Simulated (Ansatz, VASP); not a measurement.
# TiO2 (Rutile) in two plane-wave programs

Wanted: the spread between two codes on one cell, functional and k mesh. The cell is taken from a series of runs on this material, whose earlier steps may have relaxed, scaled, displaced or heated it; both programs get it as it stands.

Main program and level: Ansatz 0.2.0; plane waves, with VASP 6.6.1 beside it; relaxation of cell and atoms at LDA.

## Step 1: Set-up

Symmetry: P4_2/mnm, No. 136, tetragonal system. Conventional cell: a = 4.548 Å, b = 4.548 Å, c = 2.917 Å, α = 90.00°, β = 90.00°, γ = 90.00°. Ti has 6 O at 1.93 to 1.96 Å nearest. Nearest to O lie 3 Ti at 1.93 to 1.96 Å. Farther neighbours and most contacts between anions are not listed.

## Step 2: Ansatz: relaxation of cell and atoms, LDA

Ansatz runs on its default PAW (the set named soft_2) files.

The relaxed volume is the usual yardstick between codes: in a stiff, nearly cubic crystal its relative difference is about their pressure difference at one cell divided by the bulk modulus.

input.yaml reads:

```yaml
crystal:
  lattice:
    - [4.54813579, 0.0, 0.0]
    - [0.0, 4.54813579, 0.0]
    - [0.0, 0.0, 2.9171670661]
  atoms:
    - { symbol: Ti, position: [0.0, 0.0, 0.0] }
    - { symbol: Ti, position: [0.5, 0.5, 0.5] }
    - { symbol: O, position: [0.3039667324, 0.3039667324, 0.0] }
    - { symbol: O, position: [0.1960332676, 0.8039667324, 0.5] }
    - { symbol: O, position: [0.6960332676, 0.6960332676, 0.0] }
    - { symbol: O, position: [0.8039667324, 0.1960332676, 0.5] }
kpoints:
  mp_grid: { grid: [6, 6, 8] }
hamiltonian:
  xc: lda
scf:
  occupations: { method: fixed }
output:
  forces: true
  stress: true
  eigenvalues: true
relax:
  adjacent_minimum: "off"
  f_tol: 0.001
  max_steps: 60
  cell: { stress_tol: 0.01 }
```

On the command line:

```sh
$ ansatz run input.yaml --threads 4 --pin off --max-ram 7168MiB --backend cpu --events-out ev --progress --plain --runs-dir out
```

Numbers of over 12 decimals in the logs are rounded to 6 here.

What it wrote:

```text
Engine: ansatz 0.2.0, aarch64-unknown-linux-gnu
Pseudopotentials: kind: paw
Pseudopotential: Ti, paw, valence charge 12, recommended cutoff 420 eV (normal), Ti.paw.azcp
Pseudopotential: O, paw, valence charge 6, recommended cutoff 420 eV (normal), O.paw.azcp
Functional definition: SPW92
  exchange = slater_x
  correlation = pw_c
Crystal: 6 atoms, lattice volume = 60.343 Å³
Basis set: ecut = 420 eV, 1161 PW (Γ)
Bands: 30, of which v1, the nominal top of the filled ones, is band 24 counted from 1 (23 counted from 0)
Symmetry: 16 space group operations
Space group: P42/mnm (ITA 136), of the structure as read, at distance tolerance 3.9e-5 Å
k-points: 50 of 288
Non-local potential: Ti, projectors of the file, l = 0: 3, l = 1: 2, l = 2: 3, l = 3: 1
Non-local potential: O, projectors of the file, l = 0: 2, l = 1: 2, l = 2: 1
PAW form: soft (Blöchl's): semilocal exchange-correlation on the pseudo side does not see the compensation charge
PAW frozen core: Ti, regenerated for the run's functional, and the local potential with it (the file was generated under x = pbe(κ = 0.804, μ = 0.219515), c = pbe(β = 0.066725))
PAW frozen core: O, regenerated for the run's functional, and the local potential with it (the file was generated under x = pbe(κ = 0.804, μ = 0.219515), c = pbe(β = 0.066725))
PAW one-centre angular grid: Ti, 590 points (default); XC on 64 Gauss nodes
PAW one-centre angular grid: O, 110 points (default); XC on 64 Gauss nodes
Initial density: superposition of atomic densities (neutral atoms: chi_scale 0, normalization atom), corrected by the library's trained network
Initial wavefunctions: pseudopotential atomic-orbital guess
Functional: x = slater, c = lda
SCF iter   1: F=—  HF=-7130.459401 eV  |F-HF|=—  |Δ(HF+E_count)|=         —  Δρ=2.32e-2  dr2=3.03e-1  ethr=1.77e-3  ⟨swp⟩=3.9  Hψ=5608  notcnv=0  defer=110
preconditioner: auto → Resta (q_TF=auto, 2.626 Å⁻¹)  ε∞=9.3  [insulator: Δε(μ)=1.606 eV  Ē_g=9.394 eV  n_scr=18 (ndim 8)  ℏωp=27.0 eV  f_vac=0.015  ε∞_Penn≈9.3]
SCF iter   2: F=—  HF=-7130.409838 eV  |F-HF|=—  |Δ(HF+E_count)|=   4.96e-2  Δρ=1.17e-2  dr2=6.29e-2  ethr=6.32e-4  ⟨swp⟩=2.1  Hψ=2549  notcnv=0  defer=182
SCF iter   3: F=—  HF=-7130.398116 eV  |F-HF|=—  |Δ(HF+E_count)|=   1.17e-2  Δρ=3.74e-3  dr2=5.77e-3  ethr=1.31e-4  ⟨swp⟩=2.0  Hψ=2129  notcnv=0  defer=188
SCF iter   4: F=—  HF=-7130.396573 eV  |F-HF|=—  |Δ(HF+E_count)|=   1.54e-3  Δρ=7.80e-4  dr2=2.76e-4  ethr=1.20e-5  ⟨swp⟩=2.1  Hψ=2560  notcnv=0  defer=199
SCF iter   5: F=—  HF=-7130.396541 eV  |F-HF|=—  |Δ(HF+E_count)|=   3.24e-5  Δρ=1.32e-4  dr2=1.12e-5  ethr=5.74e-7  ⟨swp⟩=2.0  Hψ=2060  notcnv=0  defer=115
SCF iter   6: F=—  HF=-7130.396542 eV  |F-HF|=—  |Δ(HF+E_count)|=   1.47e-6  Δρ=5.36e-5  dr2=1.50e-6  ethr=2.34e-8  ⟨swp⟩=2.5  Hψ=2644  notcnv=0  defer=78
SCF iter   7: F=-7130.396542 eV  HF=-7130.396542 eV  |F-HF|=1.57e-8  |Δ(HF+E_count)|=   2.25e-7  Δρ=8.86e-6  dr2=5.10e-8  ethr=2.08e-10  ⟨swp⟩=7.9  Hψ=7190  notcnv=0
SCF 1 converged in 7 iterations: F = -7130.396542 eV  dr2 = 5.10e-8
  greatest PAW one-centre occupation: 0.999 electrons in one spin orbital (limit 2), on the Ti atom at site 1 (counted from 0), in its partial waves of l = 0
relax step   1: F+E_penalty+E_count = -7130.39654175 eV  Δ(F+E_penalty+E_count) = +0.000e0 eV  max|allowed force component| = 5.807e-5 eV/Å  Δτ_max = 0.0000 Å  P = -0.011 GPa  Ω = 60.343 Å³  (7 SCF iters, dr2 threshold 1.00e-7 eV, accepted)
[...]
relax step   2: F+E_penalty+E_count = -7130.39655397 eV  Δ(F+E_penalty+E_count) = -1.222e-5 eV  max|allowed force component| = 8.099e-5 eV/Å  Δτ_max = 0.0000 Å  P = -0.003 GPa  Ω = 60.341 Å³  energy of the carried Pulay correction = +1.212e-5 eV  (5 SCF iters, dr2 threshold 3.18e-10 eV, accepted)
[...]
relax step   3: F+E_penalty+E_count = -7130.39655397 eV  Δ(F+E_penalty+E_count) = -9.095e-12 eV  max|allowed force component| = 8.097e-5 eV/Å  Δτ_max = 0.0000 Å  P = -0.004 GPa  Ω = 60.341 Å³  stress off target by 4.03e-3 GPa  SCF on the basis re-selected at this cell (its energy is not comparable with the rows above)  (4 SCF iters)
basis re-selected at this cell: Δ(F+E_penalty+E_count) = -9.095e-12 eV, ΔP = -0.000 GPa vs the last step (what re-selecting the basis moved, of the pressure what is left beyond the Pulay correction that the steps carried, after the strain that the cell walked since its last selection, with what the two solves' SCF thresholds leave and, on support functions, any second-order correction that the steps lacked; it is no  [...]
SCF converged after 4 iterations
Free energy (F): -7130.396554 eV
Harris-Foulkes:  -7130.396554 eV  (|F-HF|=0.00e0)
Internal energy: -7130.396554 eV  (E = F + TS)
E sigma→0 (E₀):  -7130.396554 eV
Fermi energy:    9.274509 eV
--- Per-component energies (eV) ---
  E_band       = -378.111711
  E_kinetic    = 1245.380387
  E_local      = -3034.859479  (includes V_loc(G=0)·N_el)
  E_nonlocal   = 212.019301
  E_hartree    = 1150.827712
  E_xc         = -486.334840
  E_vxc        = -620.149165  (∫ρ·V_xc dr)
  E_paw        = -2581.376479  (= ΣΔE_a)
  E_vpaw       = -482.168613  (= ΣTr[D̂ρ^β])
  E_aug_tail   = 0.010408  (compensation charges beyond the density's cutoff)
  E_ewald      = -3637.103151
  E_core_change = 1.039587  (= ΣΔE_core)
  E_smearing   = -0.000000  (= −TS)
  E_closure    = 0.000000  (closes the sum)
  Σ components = -7130.396554   (vs F -7130.396554, Δ=0.00e0)
--- Forces (eV/Å), atoms counted from 1 ---
  atom   1  Ti    -0.00000000    -0.00000000     0.00000000
  atom   2  Ti     0.00000000     0.00000000     0.00000000
  atom   3  O     -0.00008097    -0.00008097     0.00000000
  atom   4  O      0.00008097    -0.00008097     0.00000000
  atom   5  O      0.00008097     0.00008097     0.00000000
  atom   6  O     -0.00008097     0.00008097     0.00000000
  max |Σ_I F_I| component: 2.60e-18 eV/Å
--- Stress (GPa, compression-positive) ---
       -0.004030       0.000000       0.000000
        0.000000      -0.004030       0.000000
        0.000000       0.000000      -0.002855
  P = ⅓ Tr σ = -0.0036 GPa (-0.036 kbar)
--- Band table (eV; the first three rows and the last of 50) ---
  k-point 0: bands = [... 20 lower, 8.5863, 8.8064, 8.8064, 9.2745, 11.1327, 11.4149, 11.7198, 11.8346, ... 2 higher]
  k-point 1: bands = [... 20 lower, 7.9213, 8.4803, 8.4803, 9.1886, 11.5415, 11.5869, 11.6118, 12.0444, ... 2 higher]
  k-point 2: bands = [... 20 lower, 7.4454, 7.7220, 7.7220, 8.7615, 11.5327, 11.8776, 12.1954, 12.5025, ... 2 higher]
  k-point 49: bands = [... 20 lower, 7.8939, 7.8939, 8.5979, 8.5979, 11.9242, 11.9242, 12.5510, 12.5510, ... 2 higher]
--- Relaxed structure (2 steps of the walk, 2 accepted, 1 SCFs on fresh bases) ---
  F+E_penalty+E_count = -7130.39655397 eV   max|allowed force component| = 8.097e-5 eV/Å   (the final SCF, on the basis selected at the relaxed cell)
  cell:  # Å, volume = 60.3414 Å³
    - [4.548079, 0, 0.0]
    - [0, 4.548079, 0.0]
    - [0.0, 0.0, 2.917152]
  atoms:
    - { symbol: Ti, position: [0, 0, 0.0] }
    - { symbol: Ti, position: [0.5, 0.5, 0.500000] }
    - { symbol: O, position: [0.303966, 0.303966, 0.0] }
    - { symbol: O, position: [0.196034, 0.803966, 0.500000] }
    - { symbol: O, position: [0.696034, 0.696034, 0.0] }
    - { symbol: O, position: [0.803966, 0.196034, 0.500000] }
```

In the SCF lines HF is the Harris–Foulkes energy and dr2 the Hartree energy of the density residual, in eV; the loop may stop once dr2 is under the threshold and the program's other checks hold. Hψ counts applications of the Hamiltonian.

## Step 3: VASP: relaxation of cell and atoms, LDA

The same cell, functional (in two slightly different forms) and mesh now go to VASP, with its own data sets.

Lines of VASP's logs that name or quote its potential files are left out, and so is its time.

INCAR reads:

```
SYSTEM = TiO2
PREC = Accurate
ENCUT = 600
EDIFF = 1E-07
NELM = 120
ISMEAR = 0
SIGMA = 0.01
LREAL = .FALSE.
ALGO = Normal
GGA = CA
NBANDS = 30
LASPH = .TRUE.
LORBIT = 11
LWAVE = .FALSE.
LCHARG = .FALSE.
ISIF = 3
IBRION = 2
NSW = 80
EDIFFG = -0.005
GGA_COMPAT = .FALSE.
NELMIN = 4
EFERMI = MIDGAP
KPAR = 2
```

POSCAR reads:

```
TiO2
1.0
    4.5481360000      0.0000000000      0.0000000000
    0.0000000000      4.5481360000      0.0000000000
    0.0000000000      0.0000000000      2.9171670000
Ti O
2 4
Direct
    0.0000000000      0.0000000000      0.0000000000
    0.5000000000      0.5000000000      0.5000001714
    0.3039667240      0.3039667240      0.0000000000
    0.1960332760      0.8039667240      0.5000001714
    0.6960332760      0.6960332760      0.0000000000
    0.8039667240      0.1960332760      0.5000001714
```

KPOINTS reads:

```
Automatic mesh
0
Gamma
6 6 8
0 0 0
```

PAW data sets: Ti_sv and O (LDA family, release 64).

On the command line:

```sh
$ mpirun -np 2 vasp_std
```

What it wrote:

```text
[banner, memory and clock lines left out]
running    2 mpi-ranks, on    1 nodes
 distrk:  each k-point on    1 cores,    2 groups
 distr:  one band on    1 cores,    1 groups

 POSCAR found type information on POSCAR TiO
 POSCAR found :  2 types and       6 ions
 LDA part: xc-table for (Slater(with rela. corr.)+CA(PZ))
 , standard interpolation
 POSCAR, INCAR and KPOINTS ok, starting setup
 FFT: planning ... GRIDC
 FFT: planning ... GRID_SOFT
 FFT: planning ... GRID
 WAVECAR not read
 entering main loop
       N       E                     dE             d eps       ncg     rms          rms(c)
DAV:   1     0.695628262978E+03    0.69563E+03   -0.27008E+04  3000   0.209E+03
DAV:   2     0.395479918105E+02   -0.65608E+03   -0.62502E+03  3228   0.589E+02
DAV:   3    -0.703214299105E+02   -0.10987E+03   -0.10668E+03  4586   0.211E+02
DAV:   4    -0.753440205471E+02   -0.50226E+01   -0.50167E+01  4182   0.456E+01
DAV:   5    -0.755305726914E+02   -0.18655E+00   -0.18652E+00  4046   0.742E+00    0.321E+01
DAV:   6    -0.594191994229E+02    0.16111E+02   -0.98192E+01  3642   0.978E+01    0.117E+01
DAV:   7    -0.590462933823E+02    0.37291E+00   -0.14722E+01  3600   0.327E+01    0.859E+00
DAV:   8    -0.589508686376E+02    0.95425E-01   -0.33730E+00  3532   0.187E+01    0.397E+00
DAV:   9    -0.587820860714E+02    0.16878E+00   -0.10486E+00  3538   0.995E+00    0.103E+00
DAV:  10    -0.587904252697E+02   -0.83392E-02   -0.91969E-02  3754   0.242E+00    0.461E-01
DAV:  11    -0.587869539053E+02    0.34714E-02   -0.13676E-02  3830   0.843E-01    0.750E-02
DAV:  12    -0.587871336489E+02   -0.17974E-03   -0.14650E-03  3180   0.434E-01    0.157E-01
DAV:  13    -0.587869135656E+02    0.22008E-03   -0.72996E-04  3640   0.285E-01    0.284E-02
DAV:  14    -0.587869118257E+02    0.17399E-05   -0.46567E-05  3736   0.574E-02    0.989E-03
DAV:  15    -0.587869124592E+02   -0.63350E-06   -0.37635E-06  3542   0.146E-02    0.258E-03
DAV:  16    -0.587869124094E+02    0.49778E-07   -0.32421E-07  2860   0.452E-03
   1 F= -.58786912E+02 E0= -.58786912E+02  d E =-.587869E+02
 curvature:   0.00 expect dE= 0.000E+00 dE for cont linesearch  0.000E+00
 trial: gam= 0.00000 g(F)=  0.245E-03 g(S)=  0.370E-02 ort = 0.000E+00 (trialstep = 0.100E+01)
 search vector abs. value=  0.394E-02
 bond charge predicted
       N       E                     dE             d eps       ncg     rms          rms(c)
DAV:   1    -0.588125420334E+02   -0.25630E-01   -0.93712E-01  4020   0.103E+01    0.152E+00
DAV:   2    -0.587900566622E+02    0.22485E-01   -0.98964E-02  3660   0.293E+00    0.634E-01
DAV:   3    -0.587851683945E+02    0.48883E-02   -0.37955E-02  3238   0.124E+00    0.169E-01
DAV:   4    -0.587852568964E+02   -0.88502E-04   -0.73758E-03  4066   0.428E-01    0.139E-01
DAV:   5    -0.587854310107E+02   -0.17411E-03   -0.41101E-04  3514   0.199E-01    0.790E-02
DAV:   6    -0.587857943582E+02   -0.36335E-03   -0.76429E-04  4916   0.122E-01    0.453E-02
DAV:   7    -0.587858234682E+02   -0.29110E-04   -0.43349E-05  3650   0.470E-02    0.236E-02
DAV:   8    -0.587858325046E+02   -0.90365E-05   -0.21821E-05  3802   0.403E-02    0.257E-03
DAV:   9    -0.587858330371E+02   -0.53249E-06   -0.34498E-06  4374   0.106E-02    0.259E-03
DAV:  10    -0.587858330671E+02   -0.29923E-07   -0.25709E-07  2520   0.377E-03
   2 F= -.58785833E+02 E0= -.58785833E+02  d E =0.107934E-02
 trial-energy change:    0.001079  1 .order    0.001024   -0.003944    0.005993
 step:   0.3890(harm=  0.3969)  dis= 0.00047  next Energy=   -58.787676 (dE=-0.764E-03)
 bond charge predicted
       N       E                     dE             d eps       ncg     rms          rms(c)
DAV:   1    -0.587976648791E+02   -0.11832E-01   -0.34988E-01  4028   0.622E+00    0.927E-01
DAV:   2    -0.587892389161E+02    0.84260E-02   -0.36592E-02  3732   0.176E+00    0.384E-01
DAV:   3    -0.587873808540E+02    0.18581E-02   -0.13268E-02  3174   0.749E-01    0.952E-02
DAV:   4    -0.587874559701E+02   -0.75116E-04   -0.26791E-03  3918   0.252E-01    0.825E-02
DAV:   5    -0.587875179120E+02   -0.61942E-04   -0.14773E-04  3616   0.122E-01    0.474E-02
DAV:   6    -0.587876496581E+02   -0.13175E-03   -0.27369E-04  4934   0.728E-02    0.275E-02
DAV:   7    -0.587876604999E+02   -0.10842E-04   -0.15931E-05  3636   0.307E-02    0.129E-02
DAV:   8    -0.587876638116E+02   -0.33116E-05   -0.79593E-06  3910   0.236E-02    0.155E-03
DAV:   9    -0.587876639766E+02   -0.16508E-06   -0.11598E-06  4424   0.604E-03    0.913E-04
DAV:  10    -0.587876639838E+02   -0.71677E-08   -0.57029E-08  1576   0.164E-03
   3 F= -.58787664E+02 E0= -.58787664E+02  d E =-.751574E-03
 curvature:  -0.20 expect dE=-0.431E-06 dE for cont linesearch -0.859E-08
 trial: gam= 0.00386 g(F)=  0.612E-06 g(S)=  0.156E-05 ort =-0.131E-04 (trialstep = 0.878E+00)
 search vector abs. value=  0.213E-05
 reached required accuracy - stopping structural energy minimisation
```

(Continued in part 2 of 2.)

[Lines on the potential files, build, host, timing and source positions are cut from VASP's logs without a mark.]

[Logs are printed without paths, hosts, clocks, repeated set-up lines and the standing remarks that a program may print on its own settings, such as how far it seeks lower states.]

[Hosts, paths, dates, database ids (printed as entryN), source tags and the programs' standing remarks are cut or masked in the printed files.]
